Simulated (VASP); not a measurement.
Computed with TPSS meta-GGA, VASP's PBE PAW potentials (set 64) (plane waves; VASP 6.6.1).

VASP ran on this input.

POSCAR:
```
MnF2
1
    4.8852147636     0.0000000000     0.0000000000
    0.0000000000     4.8852147636     0.0000000000
    0.0000000000     0.0000000000     3.3096410505
Mn F
2 4
Direct
  0.0000000000   0.0000000000   0.0000000000
  0.5000000000   0.5000000000   0.5000000000
  0.3040718896   0.3040718896   0.0000000000
  0.8040718896   0.1959281104   0.5000000000
  0.1959281104   0.8040718896   0.5000000000
  0.6959281104   0.6959281104   0.0000000000
```

### KPOINTS_OPT
```
k-points along high-symmetry lines
5
Line-mode
Reciprocal
  0.000000   0.000000   0.000000 ! GAMMA
  0.500000   0.500000   0.000000 ! Y

  0.500000   0.500000   0.000000 ! Y
  0.500000   0.500000   0.000000 ! C_0

  0.500000  -0.500000   0.000000 ! SIGMA_0
  0.000000   0.000000   0.000000 ! GAMMA

  0.000000   0.000000   0.000000 ! GAMMA
  0.000000   0.000000   0.500000 ! Z

  0.000000   0.000000   0.500000 ! Z
  0.500000  -0.500000   0.500000 ! A_0

  0.500000   0.500000   0.500000 ! E_0
  0.500000   0.500000   0.500000 ! T

  0.500000   0.500000   0.500000 ! T
  0.500000   0.500000   0.000000 ! Y

  0.000000   0.000000   0.000000 ! GAMMA
  0.500000  -0.000000   0.000000 ! S

  0.500000  -0.000000   0.000000 ! S
  0.500000  -0.000000   0.500000 ! R

  0.500000  -0.000000   0.500000 ! R
  0.000000   0.000000   0.500000 ! Z

  0.000000   0.000000   0.500000 ! Z
  0.500000   0.500000   0.500000 ! T
```

### KPOINTS
```
Automatic mesh
0
Gamma
5 5 8
0 0 0
```

INCAR:
```
LCHARG = .False.
EDIFF = 1E-7   # SCF stop (eV)
ISMEAR = -5   # tetrahedra, Bloechl
NELM = 100   # most electronic steps
LREAL = .False.   # projection in real space or not
ISPIN = 2   # spin-polarised
MAGMOM = -4.6 4.6 0.0 -0.0 -0.0 0.0
NEDOS = 601
PREC = Accurate
LMIXTAU = .True.
ENCUT = 520
LWAVE = .False.
LMAXMIX = 4
LASPH = .True.   # aspherical one-centre terms
METAGGA = TPSS
LEFG = .True.
LORBIT = 11
ISIF = 2
ALGO = Normal
SYSTEM = MnF2
```

POTCAR, in this order: Mn_pv F (PBE.64 set). Program: vasp_std.

Output of the run:

**OSZICAR**
```
       N       E                     dE             d eps       ncg     rms          rms(c)
DAV:   1    -0.770276553539E+04   -0.77028E+04   -0.11067E+05  7376   0.205E+03
DAV:   2    -0.154709201352E+05   -0.77682E+04   -0.77423E+04  5312   0.334E+03
DAV:   3    -0.161930700899E+05   -0.72215E+03   -0.72016E+03  5176   0.123E+03
DAV:   4    -0.162121282199E+05   -0.19058E+02   -0.18531E+02  5768   0.194E+02
DAV:   5    -0.162132290614E+05   -0.11008E+01   -0.10680E+01  5888   0.353E+01    0.202E+02
DAV:   6    -0.164244714685E+03    0.16049E+05   -0.90148E+04  4976   0.949E+02    0.797E+02
DAV:   7    -0.256117903394E+03   -0.91873E+02   -0.17424E+03  4952   0.218E+02    0.915E+01
DAV:   8    -0.166307982574E+03    0.89810E+02   -0.15464E+02  3872   0.803E+01    0.592E+01
DAV:   9    -0.117661650387E+03    0.48646E+02   -0.50315E+01  3840   0.452E+01    0.416E+01
DAV:  10    -0.893539594118E+02    0.28308E+02   -0.10787E+01  3944   0.300E+01    0.292E+01
DAV:  11    -0.877340651172E+02    0.16199E+01   -0.28272E-01  4328   0.387E+00    0.285E+01
DAV:  12    -0.762422243225E+02    0.11492E+02   -0.28662E+00  3896   0.127E+01    0.219E+01
DAV:  13    -0.661185776664E+02    0.10124E+02   -0.43585E+00  4088   0.180E+01    0.132E+01
DAV:  14    -0.649933777097E+02    0.11252E+01   -0.14576E+00  4576   0.637E+00    0.113E+01
DAV:  15    -0.650970020753E+02   -0.10362E+00   -0.40984E-01  4512   0.384E+00    0.105E+01
DAV:  16    -0.652333871306E+02   -0.13639E+00   -0.11962E-01  3936   0.267E+00    0.931E+00
DAV:  17    -0.653173148902E+02   -0.83928E-01   -0.75246E-02  4400   0.218E+00    0.830E+00
DAV:  18    -0.653212877428E+02   -0.39729E-02   -0.67487E-03  3952   0.820E-01    0.765E+00
DAV:  19    -0.653290760246E+02   -0.77883E-02   -0.31699E-02  3840   0.147E+00    0.616E+00
DAV:  20    -0.653064267278E+02    0.22649E-01   -0.11105E-02  3872   0.766E-01    0.432E+00
DAV:  21    -0.653168507413E+02   -0.10424E-01   -0.12074E-02  4032   0.930E-01    0.233E+00
DAV:  22    -0.653206056717E+02   -0.37549E-02   -0.11882E-02  4032   0.809E-01    0.112E+00
DAV:  23    -0.653205437633E+02    0.61908E-04   -0.52321E-04  4576   0.167E-01    0.799E-01
DAV:  24    -0.653202719192E+02    0.27184E-03   -0.62277E-04  4288   0.210E-01    0.284E-01
DAV:  25    -0.653209275143E+02   -0.65560E-03   -0.79816E-04  3840   0.250E-01    0.313E-02
DAV:  26    -0.653209245390E+02    0.29754E-05   -0.52540E-05  4304   0.570E-02    0.930E-03
DAV:  27    -0.653209211065E+02    0.34325E-05   -0.53493E-05  3856   0.560E-02    0.123E-02
DAV:  28    -0.653209333740E+02   -0.12267E-04   -0.67157E-06  3888   0.202E-02    0.750E-03
DAV:  29    -0.653209381408E+02   -0.47668E-05   -0.13360E-05  3840   0.277E-02    0.559E-03
DAV:  30    -0.653209382237E+02   -0.82930E-07   -0.23009E-07  3672   0.344E-03
   1 F= -.65320938E+02 E0= -.65320938E+02  d E =0.000000E+00  mag=     0.0000
       N       E                     dE             ncg
       N       E                     dE             ncg
```

**OUTCAR**
```
------------------------ aborting loop because EDIFF is reached ----------------------------------------
  FORCE on cell =-STRESS in cart. coord.  units (eV):
  Direction    XX          YY          ZZ          XY          YZ          ZX
  --------------------------------------------------------------------------------------
  Total        0.1054514      0.1054514     -0.0454846      0.0000000      0.0000000      0.0000000
  in kB        2.1390191      2.1390191     -0.9226290      0.0000000      0.0000000      0.0000000
  external PRESSURE =       1.1184697 kB  Pullay stress =       0.0000000 kB
  volume of cell :       78.99
      direct lattice vectors                 reciprocal lattice vectors
     4.885214764  0.000000000  0.000000000     0.204699291  0.000000000  0.000000000
     0.000000000  4.885214764  0.000000000     0.000000000  0.204699291  0.000000000
     0.000000000  0.000000000  3.309641050     0.000000000  0.000000000  0.302147570
 POSITION                                       TOTAL-FORCE (eV/Angst)
 -----------------------------------------------------------------------------------
      0.00000      0.00000      0.00000         0.000000     -0.000000      0.000000
      2.44261      2.44261      1.65482         0.000000     -0.000000      0.000000
      1.48546      1.48546      0.00000        -0.000777     -0.000777      0.000000
      3.92806      0.95715      1.65482        -0.000777      0.000777     -0.000000
      0.95715      3.92806      1.65482         0.000777     -0.000777      0.000000
      3.39976      3.39976      0.00000         0.000777      0.000777     -0.000000
 -----------------------------------------------------------------------------------
    total drift:                               -0.000000      0.000000     -0.000000
  FREE ENERGIE OF THE ION-ELECTRON SYSTEM (eV)
  ---------------------------------------------------
  free  energy   TOTEN  =       -65.3209382237 eV

  energy  without entropy=      -65.3209382237  energy(sigma->0) =      -65.32093822

 total charge

# of ion       s       p       d       tot
------------------------------------------
    1        0.154   6.141   4.989  11.284
    2        0.154   6.141   4.989  11.284
    3        1.702   4.361   0.000   6.064
    4        1.702   4.361   0.000   6.064
    5        1.702   4.361   0.000   6.064
    6        1.702   4.361   0.000   6.064
--------------------------------------------------
tot          7.117  29.728   9.978  46.823

 magnetization (x)

# of ion       s       p       d       tot
------------------------------------------
    1        0.011   0.016   4.557   4.584
    2       -0.011  -0.016  -4.557  -4.584
    3       -0.002  -0.023   0.000  -0.026
    4        0.002   0.023   0.000   0.026
    5        0.002   0.023   0.000   0.026
    6       -0.002  -0.023   0.000  -0.026
--------------------------------------------------
tot         -0.000   0.000  -0.000  -0.000

 Electric field gradients after diagonalization (V/A^2)
 (convention: |V_zz| > |V_xx| > |V_yy|)
----------------------------------------------------------------------
 ion       V_xx      V_yy      V_zz     asymmetry (V_yy - V_xx)/ V_zz
----------------------------------------------------------------------
   1     -13.058   -11.019    24.077       0.085
   2     -13.058   -11.019    24.077       0.085
   3      46.960    18.094   -65.054       0.444
   4      46.960    18.094   -65.054       0.444
   5      46.960    18.094   -65.054       0.444
   6      46.960    18.094   -65.054       0.444
```
(Selected blocks of OUTCAR.)

The compound is MnF2 in the rutile structure. It was relaxed first.
